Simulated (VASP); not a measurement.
Consider the following.

```
AlFe
1.0
    2.91233     0.00000     0.00000
    0.00000     2.91233     0.00000
    0.00000     0.00000     2.91233
Al Fe
1 1
Direct
  0.50000   0.50000   0.50000
  0.00000   0.00000   0.00000
```

Calculation: revPBE GGA, VASP's PBE PAW potentials (set 64) (plane waves; VASP). Numerical set-up: 520 eV cut-off, 13×13×13 Γ-centred mesh, first-order Methfessel-Paxton smearing of 0.10 eV, potentials Al Fe.

Q: Give the stress tensor in GPa (positive for a compressed cell).

A: 
```
-4.73   0.00   0.00
 0.00  -4.73   0.00
 0.00   0.00  -4.73
```
The pressure is its mean diagonal, -4.73 GPa.

The compound is FeAl in the CsCl type structure. This cell is one point of a volume scan, at 1.03 of the reference volume. The run is not spin-polarised, so no magnetic state was tried. The electron count is odd and the run is not spin-polarised, which forces a metal.
